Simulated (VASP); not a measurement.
Crystal: BaZrO3.

```
Ba Zr O
1.0
     4.19134    0.00000    0.00000
     0.00000    4.19134    0.00000
     0.00000    0.00000    4.19134
Ba Zr O
1 1 3
Direct
  0.50000 0.50000 0.50000
  0.00000 0.00000 0.00000
  0.50000 0.00000 0.00000
  0.00000 0.50000 0.00000
  0.00000 0.00000 0.50000
```

The cell was built by a generator and needn't be a form met in nature.

| Property | Result |
| --- | --- |
| Program | VASP 6.6.1 |
| Task | relaxation of cell and atoms |
| Functional | LDA |
| Potentials or basis | VASP PAW LDA potentials, release 64 (Ba_sv, Zr_sv, O) |
| Cutoff | 600 eV |
| k mesh | 6 × 6 × 6 |
| Occupations | gaussian, width 0.03 eV |
| Spin | no spin polarisation |

At the start: pressure -4.0 GPa; volume 14.73 Å³/atom.

Problem. Where does the relaxation end?

Solution. Over 3 steps the energy falls by 4.5 meV/atom and the volume is 14.38 Å³/atom (-2.4 %); space group Pm-3m (No. 221, to 0.05 Å).

Step by step:
| step | energy change (eV) | largest force (eV/Å) | pressure (GPa) | volume (Å³) |
| --- | --- | --- | --- | --- |
| 1 | 0.0000 | 0.0000 | -4.00 | 73.63 |
| 2 | 0.0126 | 0.0000 | 5.52 | 69.78 |
| 3 | -0.0224 | 0.0000 | -0.03 | 71.88 |

Final structure:
```cif
data_structure
_symmetry_space_group_name_H-M 'P 1'
_symmetry_Int_Tables_number 1
_cell_length_a 4.1579
_cell_length_b 4.1579
_cell_length_c 4.1579
_cell_angle_alpha 90.000
_cell_angle_beta 90.000
_cell_angle_gamma 90.000
_cell_volume 71.88
loop_
_atom_site_label
_atom_site_type_symbol
_atom_site_fract_x
_atom_site_fract_y
_atom_site_fract_z
_atom_site_occupancy
Ba1 Ba 0.50000 0.50000 0.50000 1
Zr1 Zr 0.00000 0.00000 0.00000 1
O1 O 0.50000 0.00000 0.00000 1
O2 O 0.00000 0.50000 0.00000 1
O3 O 0.00000 0.00000 0.50000 1
```
